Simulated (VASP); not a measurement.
An input for Ansatz (written as the equivalent of a VASP run, and not itself run):

Ansatz 0.2 input:
```yaml
crystal:
  lattice:
    - [0.0000000, 2.1031677, 2.1031677]
    - [2.1031677, 0.0000000, 2.1031677]
    - [2.1031677, 2.1031677, 0.0000000]
  atoms:
    - { symbol: Ti, position: [0.0000000, 0.0000000, 0.0000000] }
    - { symbol: N, position: [0.5000000, 0.5000000, 0.5000000] }
kpoints:
  mp_grid: { grid: [15, 15, 15] }
hamiltonian:
  xc: pbesol
  pseudopotentials: { kind: paw }
scf:
  occupations: { method: methfessel_paxton, width: 0.1 }
  max_iter: 100
relax:
  max_steps: 40
  f_tol: 0.02
  cell: { p_target: 5 }
output: { forces: true, stress: true, eigenvalues: true }
```

Task: Write the VASP files for the same calculation (PBEsol).

Result: One answer among several that fit: 
**KPOINTS**
```
Automatic mesh
0
Gamma
15 15 15
0 0 0
```

POSCAR:
```
TiN
1
    0.0000000000     2.1031677039     2.1031677039
    2.1031677039     0.0000000000     2.1031677039
    2.1031677039     2.1031677039     0.0000000000
Ti N
1 1
Direct
  0.0000000000   0.0000000000   0.0000000000
  0.5000000000   0.5000000000   0.5000000000
```

### INCAR
```
ALGO = Normal   ! blocked Davidson
GGA = PS   ! PBEsol
LWAVE = .FALSE.
PREC = Accurate
SYSTEM = TiN
SIGMA = 0.1
EDIFFG = -0.02   ! ionic stop
NSW = 40
NELM = 100   ! most electronic steps
ENCUT = 620   ! plane-wave cut-off (eV)
LASPH = .TRUE.   ! aspherical one-centre terms
ISIF = 3
IBRION = 2
PSTRESS = 50   ! kbar
LCHARG = .FALSE.
LMAXMIX = 4
EDIFF = 1E-6   ! SCF stop (eV)
ISMEAR = 1
LREAL = .FALSE.   ! projection in real space or not
```

POTCAR, in this order: Ti_sv N (PBE.64 set). Program: vasp_std.

What does not carry over: each code has its own PAW files, so the cut-off isn't converted (ENCUT is set for VASP's; basis.ecutwfc is left out, and Ansatz then takes the one that its files recommend); Ansatz stops its SCF on the density residual and VASP on the energy change (EDIFF).

The compound is TiN in the rock salt structure. This run relaxes it under an external pressure of 5 GPa. Symmetry was kept, so distortions that lower it aren't found.
